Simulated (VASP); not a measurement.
# Li2HfF6 in VASP: further runs, part 2 of 2

VASP 6.6.1. The steps go on from the part before.

**3. Single point, PBE**

Input file INCAR:

```
PREC = Accurate
ENCUT = 520
EDIFF = 1E-6
ISMEAR = -1
SIGMA = 0.05
LREAL = False
LASPH = True
NELM = 100
ALGO = Normal
ISIF = 2
LWAVE = False
LCHARG = True
GGA = PE
LELF = True
LVHAR = True
NBANDS = 39
```

Input file KPOINTS:

```
regular mesh
0
Gamma
  3 3 3
```

Input file POSCAR:

```
Li2HfF6
1.0
    4.6335150000     -0.4469320000     -0.1309370000
    0.0364860000      4.8072450000      0.2896670000
    0.2187090000      0.3456770000      4.6067240000
Hf Li F
1 2 6
Direct
    0.1616152827      0.5654892987      0.4041704759
    0.5772707424      0.3158769843      0.9973493009
    0.6571666747      0.9110801063      0.7522355565
    0.0810463568      0.7713670284      0.8378136814
    0.6513869133      0.3105419898      0.5145445835
    0.2652514734      0.0810525227      0.1679950852
    0.9378441742      0.2525257923      0.8416996794
    0.6293221305      0.6770478104      0.1843440466
    0.8583932570      0.9732564036      0.4210879956
```

Potentials or basis: VASP PAW PBE potentials, release 64 (Hf_pv, Li_sv, F).

On the command line:

```bash
$ cat potpaw_PBE.64/Hf_pv/POTCAR potpaw_PBE.64/Li_sv/POTCAR potpaw_PBE.64/F/POTCAR > POTCAR
$ mpirun -np 1 vasp_std > vasp.out
```

OUTCAR:

```text
PREC = Accurate
   ENCUT = 520
   EDIFF = 1E-6
   ISMEAR = -1
   LREAL = False
   LASPH = True
   NELM = 100
   ISIF = 2
   GGA = PE

 ion  position               nearest neighbor table
   1  0.162  0.565  0.404-   8 2.38   4 2.39   7 2.51   9 2.53   6 2.58   5 2.59   5 2.71   4 2.72
                             8 2.76   6 2.78   2 3.11
   2  0.577  0.316  0.997-   6 1.86   7 1.89   8 2.04   3 2.44   1 3.11
   3  0.657  0.911  0.752-   9 1.76   5 2.09   7 2.10   8 2.15   4 2.17   2 2.44
   4  0.081  0.771  0.838-   3 2.17   1 2.39   1 2.72
   5  0.651  0.311  0.515-   3 2.09   1 2.59   1 2.71
   6  0.265  0.081  0.168-   2 1.86   1 2.58   1 2.78
[... 798 lines left out ...]
  in kB     -102.5774530    -99.3276040    -48.4611287     -0.4258601     31.9622059    183.7634981
  external PRESSURE =     -83.4553952 kB  Pullay stress =       0.0000000 kB

 VOLUME and BASIS-vectors are now :
 -----------------------------------------------------------------------------
  energy-cutoff  :      520.00
  volume of cell :      102.33
      direct lattice vectors                 reciprocal lattice vectors
     4.633515000 -0.446932000 -0.130937000     0.215433303 -0.001023425 -0.010151124
     0.036486000  4.807245000  0.289667000     0.019677606  0.208870703 -0.016607348
     0.218709000  0.345677000  4.606724000     0.004885953 -0.013162706  0.217829730

 POSITION                                       TOTAL-FORCE (eV/Angst)
 -----------------------------------------------------------------------------------
      0.85787      2.78593      2.00454        -2.283424      1.548006      0.441506
      2.90445      1.60526      4.61043         0.673404     -0.320035      0.425604
      3.24275      4.34611      3.64320         0.943467      0.581510      0.465534
      0.58691      3.96154      4.07240         1.922342     -2.571361     -0.959762
      3.14208      1.37959      2.37503        -3.617390      2.461814      0.118595
      1.26875      0.32916      0.76265         2.071656      0.078104      1.028688
      4.53882      1.08576      3.82783         2.153697      1.472273      0.301490
      2.98099      3.03719      0.96294        -3.260041     -0.748485     -1.867213
      4.10498      4.44060      2.10936         1.396287     -2.501825      0.045559
 -----------------------------------------------------------------------------------
    total drift:                                0.001799     -0.001091     -0.001351

  FREE ENERGIE OF THE ION-ELECTRON SYSTEM (eV)
  ---------------------------------------------------
  free  energy   TOTEN  =       -44.2643103308 eV

  energy  without entropy=      -44.2643098387  energy(sigma->0) =      -44.26431008
```

stdout:

```text
POSCAR found type information on POSCAR HfLiF
 POSCAR found :  3 types and       9 ions
 scaLAPACK will be used
 LDA part: xc-table for (Slater+PW92), standard interpolation
 POSCAR, INCAR and KPOINTS ok, starting setup
 FFT: planning ... GRIDC
 FFT: planning ... GRID_SOFT
 FFT: planning ... GRID
 WAVECAR not read
 entering main loop
```

It took 24 s on 1 thread of Intel Xeon 6975P-C (Granite Rapids), shared host; peak memory 0.22 GiB.

What came out:

* Free energy: -44.2643 eV
* Largest force: 4.377 eV/Å
* Band gap on the k mesh: 1.34 eV, direct

Forces on the atoms (eV/Å):
```
Hf  -2.283  1.548  0.442
Li   0.673 -0.320  0.426
Li   0.943  0.582  0.466
F    1.922 -2.571 -0.960
F   -3.617  2.462  0.119
F    2.072  0.078  1.029
F    2.154  1.472  0.301
F   -3.260 -0.748 -1.867
F    1.396 -2.502  0.046
```

Levels at points of the mesh, in eV from the valence-band top:
```csv
k point,band 25,band 26,band 27,band 28,band 29,band 30,band 31,band 32,band 33,band 34
"(0.00, 0.00, 0.00)",-1.23,-1.05,-0.80,-0.52,0.00,1.34,2.29,2.58,2.83,3.16
```

Caveat: the k mesh is coarse (spacing up to 0.46 Å⁻¹), so the values aren't converged; the cutoff is under 1.25 times the usual one of these potentials, so pressure, stress and relaxed cells hold a basis-set (Pulay) error; spin-orbit coupling is left out, which moves the levels of the heavy elements.

**4. Single point, PBE**

Input file INCAR:

```
SYSTEM = Li2HfF6
PREC     = Accurate       ! precision mode
ENCUT    = 520            ! plane-wave cutoff, eV
EDIFF    = 1E-6           ! SCF threshold, eV
ISMEAR   = -1             ! smearing method
SIGMA    = 0.05           ! smearing width, eV
LREAL    = .FALSE.        ! projectors in reciprocal space
LASPH    = .TRUE.         ! aspherical terms in the spheres
NELM     = 80             ! most SCF steps
ALGO     = Normal         ! electronic algorithm
ISIF     = 2              ! what is computed and relaxed
LWAVE    = .FALSE.        ! write WAVECAR
LCHARG   = .FALSE.        ! write CHGCAR
GGA      = PE             ! functional
NBANDS   = 39             ! bands
```

Input file KPOINTS:

```
Automatic mesh
0
G
  3 3 3
  0 0 0
```

Input file POSCAR:

```
Li2HfF6
1.0
    4.6335150000     -0.4469320000     -0.1309370000
    0.0364860000      4.8072450000      0.2896670000
    0.2187090000      0.3456770000      4.6067240000
Hf Li F
1 2 6
Direct
    0.1571892114      0.5650329523      0.4026795362
    0.6056046706      0.3003332176      1.0092072884
    0.7004081888      0.9441716652      0.7550265597
    0.1032474265      0.7147341531      0.8177153679
    0.6108374747      0.3391355933      0.5203612885
    0.3442895013      0.0946740088      0.1917623670
    0.9379155338      0.3033490834      0.8303650549
    0.5794720574      0.6532307424      0.1551228038
    0.8629188252      0.9585461617      0.4608139778
```

On the command line:

```bash
$ cat potpaw_PBE.64/Hf_pv/POTCAR potpaw_PBE.64/Li_sv/POTCAR potpaw_PBE.64/F/POTCAR > POTCAR
$ mpirun -np 1 vasp_std > vasp.out
```

Wall time 23 s (1 thread of Intel Xeon 6975P-C (Granite Rapids), shared host); peak memory 0.22 GiB.

It converged, with:

```yaml
Free_energy: -46.5864 eV
Largest_force: 4.717 eV/Å
Band_gap_on_the_k_mesh: 2.34 eV, indirect (least direct gap 2.39 eV)
```

Forces on the atoms (eV/Å):
```
Hf   0.068  0.995  1.525
Li   0.439  0.883 -0.037
Li  -0.634  0.303  2.290
F    2.628  0.963 -0.589
F   -2.552  1.283  1.226
F   -1.942 -1.031  0.750
F    1.771 -2.134 -0.059
F   -1.816  0.638 -1.301
F    2.038 -1.901 -3.805
```

Levels at points of the mesh, in eV from the valence-band top:
```
           k point  band 25  band 26  band 27  band 28  band 29  band 30  band 31  band 32  band 33  band 34
(0.00, 0.00, 0.00)    -1.26    -1.01    -0.70    -0.57    -0.05     2.34     3.03     3.50     3.82     4.33
```

Caveat: the k mesh is coarse (spacing up to 0.46 Å⁻¹), so the values aren't converged; the cutoff is under 1.25 times the usual one of these potentials, so pressure, stress and relaxed cells hold a basis-set (Pulay) error; spin-orbit coupling is left out, which moves the levels of the heavy elements.

**5. Molecular dynamics, PBE**

Input file INCAR:

```
PREC = Accurate ; ENCUT = 520
EDIFF = 1E-5 ; ISMEAR = -1
SIGMA = 0.05 ; LREAL = F
LASPH = T ; NELM = 100
ALGO = Fast ; ISIF = 2
LWAVE = F ; LCHARG = F
GGA = PE ; NBANDS = 39
IBRION = 0 ; NSW = 20
POTIM = 1.0 ; TEBEG = 300.0
TEEND = 300.0 ; ISYM = 0
NELMIN = 4 ; RANDOM_SEED = 614488 0 0
MDALGO = 1 ; ANDERSEN_PROB = 0.0
```

Input file KPOINTS:

```
Automatic mesh
0
Gamma
  3 3 3
```

Input file POSCAR:

```
Li2HfF6
1.0
    4.6335150000     -0.4469320000     -0.1309370000
    0.0364860000      4.8072450000      0.2896670000
    0.2187090000      0.3456770000      4.6067240000
Hf Li F
1 2 6
Direct
    0.1677560000      0.5685390000      0.4076900000
    0.5426590000      0.3321490000      0.9889120000
    0.6003020000      0.8664270000      0.7606690000
    0.0601000000      0.8459340000      0.8609960000
    0.6906620000      0.2810350000      0.5011400000
    0.1550340000      0.0603650000      0.1404230000
    0.9485080000      0.1807530000      0.8556030000
    0.6859150000      0.7008390000      0.2160830000
    0.8587500000      0.9785820000      0.3601760000
```

On the command line:

```bash
$ cat potpaw_PBE.64/Hf_pv/POTCAR potpaw_PBE.64/Li_sv/POTCAR potpaw_PBE.64/F/POTCAR > POTCAR
$ mpirun -np 1 vasp_std > vasp.out
```

It took 4.4 min on 1 thread of Intel Xeon 6975P-C (Granite Rapids), shared host; peak memory 0.3 GiB.

The path:
| step | potential energy change (eV) | largest force (eV/Å) | pressure (GPa) | volume (Å³) | temperature (K) |
| --- | --- | --- | --- | --- | --- |
| 1 | 0.0000 | 14.4689 | 19.72 | 102.33 | 380 |
| 2 | -0.4033 | 14.1030 | 18.68 | 102.33 | 768 |
| 3 | -1.0906 | 13.4493 | 16.84 | 102.33 | 1429 |
| 4 | -2.0093 | 12.6059 | 14.22 | 102.33 | 2314 |
| 5 | -3.0973 | 11.5994 | 11.69 | 102.33 | 3362 |
| 6 | -4.2924 | 10.4861 | 8.23 | 102.33 | 4515 |
| 7 | -5.5383 | 9.3283 | 5.68 | 102.33 | 5717 |
| 8 | -6.7882 | 8.1396 | 2.51 | 102.33 | 6924 |
| 9 | -8.0050 | 6.9628 | -0.06 | 102.33 | 8099 |
| 10 | -9.1617 | 5.8332 | -2.35 | 102.33 | 9217 |
| 11 | -10.2398 | 4.8375 | -3.95 | 102.33 | 10259 |
| 12 | -11.2262 | 4.5021 | -5.29 | 102.33 | 11213 |
| 13 | -12.1114 | 4.2254 | -6.20 | 102.33 | 12069 |
| 14 | -12.8870 | 4.0073 | -6.65 | 102.33 | 12819 |
| 15 | -13.5452 | 3.8435 | -6.62 | 102.33 | 13456 |
| 16 | -14.0793 | 4.0000 | -6.15 | 102.33 | 13973 |
| 17 | -14.4842 | 4.3479 | -5.23 | 102.33 | 14366 |
| 18 | -14.7580 | 4.8123 | -3.87 | 102.33 | 14632 |
| 19 | -14.9031 | 5.3247 | -2.11 | 102.33 | 14774 |
| 20 | -14.9265 | 5.7873 | 0.02 | 102.33 | 14797 |

Caveat: the k mesh is coarse (spacing up to 0.46 Å⁻¹), so the values aren't converged; the cutoff is under 1.25 times the usual one of these potentials, so pressure, stress and relaxed cells hold a basis-set (Pulay) error. The run has no spin-orbit coupling, so splittings on Hf are missing.
